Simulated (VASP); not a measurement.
# ScAs (relaxed from the zinc blende structure, space group F-43m): computed properties

The numbers are results of PBE GGA, VASP's PBE PAW potentials (set 64) (plane waves; VASP), not measurements.

- space group = F-43m (216)
- cell = a = b = c = 6.119 Å, α = β = γ = 90.00°
- volume per atom = 28.64 Å³/atom
- band gap (over mesh and band path) = 1.57 eV
- smallest direct gap (over mesh and band path) = 1.57 eV
- band-edge character = direct, X to X
- density = 3.48 g/cm³

```yaml
crystal:
  lattice:
    - [0.00000, 3.05948, 3.05948]
    - [3.05948, 0.00000, 3.05948]
    - [3.05948, 3.05948, 0.00000]
  atoms:
    - { symbol: Sc, position: [0.00000, 0.00000, 0.00000] }
    - { symbol: As, position: [0.25000, 0.25000, 0.25000] }
```

The structure was generated: ScAs was put into the zinc blende type (F-43m), which need not be its known phase. It was relaxed first, which changed the volume by -23 %. Symmetry was kept, so distortions that lower it aren't found.
